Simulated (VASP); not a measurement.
Output of a VASP run:

File OUTCAR:
```
 ion  position               nearest neighbor table
   1  0.000  0.000  0.000-   2 2.76   2 2.76   2 2.76   2 2.76   2 2.76   2 2.76   2 2.76   2 2.76
  LATTYP: Found a simple cubic cell.
 ALAT       =     3.1850000000
 Subroutine PRICEL returns:
 Original cell was already a primitive cell.
 Subroutine GETGRP returns: Found 48 space group operations
The static configuration has the point symmetry O_h .
The dynamic configuration has the point symmetry O_h .
The overall configuration has the point symmetry O_h .
 Subroutine INISYM returns: Found 48 space group operations
 Subroutine IBZKPT returns following result:
 Found     56 irreducible k-points:

 Following reciprocal coordinates:
            Coordinates               Weight
  0.000000  0.000000  0.000000      1.000000
  0.100000  0.000000  0.000000      6.000000
  0.200000  0.000000  0.000000      6.000000
  0.300000  0.000000  0.000000      6.000000
  0.400000  0.000000  0.000000      6.000000
  0.500000  0.000000  0.000000      3.000000
  0.100000  0.100000  0.000000     12.000000
  0.200000  0.100000  0.000000     24.000000
  0.300000  0.100000  0.000000     24.000000
  0.400000  0.100000  0.000000     24.000000
  0.500000  0.100000  0.000000     12.000000
  0.200000  0.200000  0.000000     12.000000
  0.300000  0.200000  0.000000     24.000000
  0.400000  0.200000  0.000000     24.000000
  0.500000  0.200000  0.000000     12.000000
  0.300000  0.300000  0.000000     12.000000
  0.400000  0.300000  0.000000     24.000000
  0.500000  0.300000  0.000000     12.000000
  0.400000  0.400000  0.000000     12.000000
  0.500000  0.400000  0.000000     12.000000
  0.500000  0.500000  0.000000      3.000000
  0.100000  0.100000  0.100000      8.000000
  0.200000  0.100000  0.100000     24.000000
  0.300000  0.100000  0.100000     24.000000
  0.400000  0.100000  0.100000     24.000000
  0.500000  0.100000  0.100000     12.000000
  0.200000  0.200000  0.100000     24.000000
  0.300000  0.200000  0.100000     48.000000
  0.400000  0.200000  0.100000     48.000000
  0.500000  0.200000  0.100000     24.000000
  0.300000  0.300000  0.100000     24.000000
  0.400000  0.300000  0.100000     48.000000
  0.500000  0.300000  0.100000     24.000000
  0.400000  0.400000  0.100000     24.000000
  0.500000  0.400000  0.100000     24.000000
  0.500000  0.500000  0.100000      6.000000
  0.200000  0.200000  0.200000      8.000000
  0.300000  0.200000  0.200000     24.000000
  0.400000  0.200000  0.200000     24.000000
  0.500000  0.200000  0.200000     12.000000
   k-points           NKPTS =     56   k-points in BZ     NKDIM =     56   number of bands    NBANDS=     11
   number of dos      NEDOS =    301   number of ions     NIONS =      2
   total plane-waves  NPLWV =  13824
   dimension x,y,z NGX =    24 NGY =   24 NGZ =   24
   dimension x,y,z NGXF=    48 NGYF=   48 NGZF=   48
   ions per type =               1   1
   PREC   = accura    normal or accurate (medium, high low for compatibility)
   ISTART =      0    job   : 0-new  1-cont  2-samecut
   ICHARG =      2    charge: 1-file 2-atom 10-const
   ISPIN  =      2    spin polarized calculation?
   LNONCOLLINEAR =      F non collinear calculations
   LSORBIT =      F    spin-orbit coupling
   INIWAV =      1    electr: 0-lowe 1-rand  2-diag
   ENCUT  =  400.0 eV  29.40 Ry    5.42 a.u.   5.19  5.19  5.19*2*pi/ulx,y,z
   NELM   =    100;   NELMIN=  2; NELMDL= -5     # of ELM steps
   EDIFF  = 0.1E-05   stopping-criterion for ELM
   LREAL  =      F    real-space projection
   NLSPLINE    = F    spline interpolate recip. space projectors
   LMAXMIX     =    4 max onsite mixed and CHGCAR
   VOSKOWN=      0    Vosko Wilk Nusair interpolation
   EDIFFG = -.1E-01   stopping-criterion for IOM
   NSW    =     60    number of steps for IOM
   NBLOCK =      1;   KBLOCK =     60    inner block; outer block
   IBRION =      2    ionic relax: 0-MD 1-quasi-New 2-CG
...
```

File OSZICAR:
```
...
DAV:  10    -0.114369015672E+02    0.39410E-05   -0.24531E-05  3050   0.810E-02    0.817E-02
DAV:  11    -0.114368979966E+02    0.35707E-05   -0.68269E-06  2848   0.293E-02    0.122E-02
DAV:  12    -0.114368976219E+02    0.37462E-06   -0.44220E-07  1343   0.952E-03
   2 F= -.11436898E+02 E0= -.11437025E+02  d E =-.855207E+00  mag=    -0.0000
       N       E                     dE             d eps       ncg     rms          rms(c)
DAV:   1    -0.143902804061E+02   -0.29534E+01   -0.35787E+01  2632   0.116E+02    0.144E+01
DAV:   2    -0.151754553292E+02   -0.78517E+00   -0.63517E+01  2842   0.135E+02    0.153E+01
DAV:   3    -0.117571809705E+02    0.34183E+01   -0.25010E+01  2794   0.833E+01    0.432E+00
DAV:   4    -0.116527620637E+02    0.10442E+00   -0.39656E-01  2967   0.987E+00    0.259E+00
DAV:   5    -0.115999453311E+02    0.52817E-01   -0.73987E-02  3668   0.300E+00    0.409E-01
DAV:   6    -0.115987935098E+02    0.11518E-02   -0.73162E-03  3356   0.122E+00    0.126E-01
DAV:   7    -0.115988569322E+02   -0.63422E-04   -0.27363E-04  3455   0.186E-01    0.291E-02
DAV:   8    -0.115988546909E+02    0.22413E-05   -0.42818E-06  2480   0.206E-02    0.109E-02
DAV:   9    -0.115988546882E+02    0.26896E-08   -0.90497E-08  1349   0.327E-03
   3 F= -.11598855E+02 E0= -.11598851E+02  d E =-.101716E+01  mag=     0.0000
       N       E                     dE             d eps       ncg     rms          rms(c)
DAV:   1    -0.116104672975E+02   -0.11613E-01   -0.14332E-01  2665   0.682E+00    0.101E+00
DAV:   2    -0.116223491172E+02   -0.11882E-01   -0.38878E-01  2811   0.103E+01    0.123E+00
DAV:   3    -0.115986890711E+02    0.23660E-01   -0.14893E-01  2809   0.652E+00    0.134E-01
DAV:   4    -0.115984524360E+02    0.23664E-03   -0.89406E-04  2515   0.241E-01    0.419E-02
DAV:   5    -0.115984347790E+02    0.17657E-04   -0.10215E-04  3553   0.147E-01    0.836E-03
DAV:   6    -0.115984352164E+02   -0.43749E-06   -0.32500E-06  2114   0.183E-02
   4 F= -.11598435E+02 E0= -.11598443E+02  d E =-.101675E+01  mag=     0.0000
       N       E                     dE             d eps       ncg     rms          rms(c)
DAV:   1    -0.116305247681E+02   -0.32090E-01   -0.38623E-01  2650   0.113E+01    0.162E+00
DAV:   2    -0.116604398887E+02   -0.29915E-01   -0.10081E+00  2834   0.166E+01    0.202E+00
DAV:   3    -0.115994481769E+02    0.60992E-01   -0.40189E-01  2822   0.105E+01    0.271E-01
DAV:   4    -0.115985094556E+02    0.93872E-03   -0.31703E-03  2800   0.720E-01    0.248E-02
DAV:   5    -0.115985115743E+02   -0.21188E-05   -0.65034E-05  2862   0.705E-02    0.138E-02
DAV:   6    -0.115985139382E+02   -0.23639E-05   -0.34802E-06  2335   0.203E-02    0.322E-03
DAV:   7    -0.115985141479E+02   -0.20967E-06   -0.15082E-07  1304   0.547E-03
   5 F= -.11598514E+02 E0= -.11598503E+02  d E =-.789314E-04  mag=     0.0000
       N       E                     dE             d eps       ncg     rms          rms(c)
DAV:   1    -0.116065517473E+02   -0.80378E-02   -0.91764E-02  2650   0.545E+00    0.804E-01
DAV:   2    -0.116141610488E+02   -0.76093E-02   -0.24874E-01  2818   0.821E+00    0.984E-01
DAV:   3    -0.115990342651E+02    0.15127E-01   -0.95771E-02  2806   0.521E+00    0.110E-01
DAV:   4    -0.115988745666E+02    0.15970E-03   -0.56334E-04  2512   0.202E-01    0.305E-02
DAV:   5    -0.115988656047E+02    0.89618E-05   -0.57260E-05  3567   0.111E-01    0.640E-03
DAV:   6    -0.115988657594E+02   -0.15467E-06   -0.16342E-06  1590   0.140E-02
   6 F= -.11598866E+02 E0= -.11598864E+02  d E =-.430543E-03  mag=    -0.0000
```

**OUTCAR**
```
------------------------ aborting loop because EDIFF is reached ----------------------------------------
  FORCE on cell =-STRESS in cart. coord.  units (eV):
  Direction    XX          YY          ZZ          XY          YZ          ZX
  --------------------------------------------------------------------------------------
  Total        0.0065361      0.0065361      0.0065361      0.0000000      0.0000000     -0.0000000
  in kB        0.4466436      0.4466436      0.4466436      0.0000000      0.0000000     -0.0000000
  external PRESSURE =       0.4466436 kB  Pullay stress =       0.0000000 kB
  volume of cell :       23.45
      direct lattice vectors                 reciprocal lattice vectors
     2.862123879 -0.000000000 -0.000000000     0.349390887  0.000000000  0.000000000
    -0.000000000  2.862123879 -0.000000000     0.000000000  0.349390887  0.000000000
    -0.000000000 -0.000000000  2.862123879     0.000000000  0.000000000  0.349390887
 POSITION                                       TOTAL-FORCE (eV/Angst)
 -----------------------------------------------------------------------------------
      0.00000     -0.00000     -0.00000         0.000000     -0.000000     -0.000000
      1.43106      1.43106      1.43106        -0.000000      0.000000      0.000000
 -----------------------------------------------------------------------------------
    total drift:                                0.000000      0.000000      0.000000
  FREE ENERGIE OF THE ION-ELECTRON SYSTEM (eV)
  ---------------------------------------------------
  free  energy   TOTEN  =       -11.5988657594 eV

  energy  without entropy=      -11.5988593016  energy(sigma->0) =      -11.59886361

 total charge

# of ion       s       p       d       tot
------------------------------------------
    1        0.487   0.538   8.488   9.513
    2        0.384   0.421   0.000   0.805
--------------------------------------------------
tot          0.872   0.959   8.488  10.319

 magnetization (x)

# of ion       s       p       d       tot
------------------------------------------
    1       -0.000  -0.000  -0.000  -0.000
    2        0.000   0.000   0.000   0.000
--------------------------------------------------
tot          0.000   0.000  -0.000  -0.000

 reached required accuracy - stopping structural energy minimisation
```
(Selected blocks of OUTCAR.)

POSCAR:
```
NiAl
1
    3.1850000000     0.0000000000     0.0000000000
    0.0000000000     3.1850000000     0.0000000000
    0.0000000000     0.0000000000     3.1850000000
Ni Al
1 1
Direct
  0.0000000000   0.0000000000   0.0000000000
  0.5000000000   0.5000000000   0.5000000000
```

Task: Write an INCAR and KPOINTS that could have produced this output.

Result: One answer among several that fit: the input of the run itself, PBEsol GGA, plane waves, VASP's PBE PAW potentials (set 64).

KPOINTS:
```
Regular mesh
0
Gamma
 10 10 10
```

INCAR:
```
# general
SYSTEM =NiAl
PREC   =Accurate
ENCUT  =400
LREAL  =.False.   # projection in real space or not
LASPH  =.True.   # aspherical one-centre terms

# electronic loop
EDIFF  =1E-6   # SCF stop (eV)
NELM   =100   # most electronic steps
ALGO   =Normal   # blocked Davidson
LMAXMIX=4   # l cut-off of mixed one-centre charges

# smearing
ISMEAR =1   # Methfessel-Paxton
SIGMA  =0.1   # width (eV)

# functional
GGA    =PS

# spin
ISPIN  =2
MAGMOM =2.0 0.0

# ions
IBRION =2   # conjugate gradients
NSW    =60   # most ionic steps
ISIF   =3   # ions, shape and volume
EDIFFG =-0.01   # ionic stop

# output
LWAVE  =.False.
LCHARG =.False.
LORBIT =10
```

POTCAR, in this order: Ni Al (PBE.64 set). Program: vasp_std.

Energy and stress use the plane-wave basis of the starting cell.

The structure was generated: NiAl was put into the CsCl type type (Pm-3m), which need not be its known phase. This run relaxes it. Symmetry was kept, so distortions that lower it aren't found.
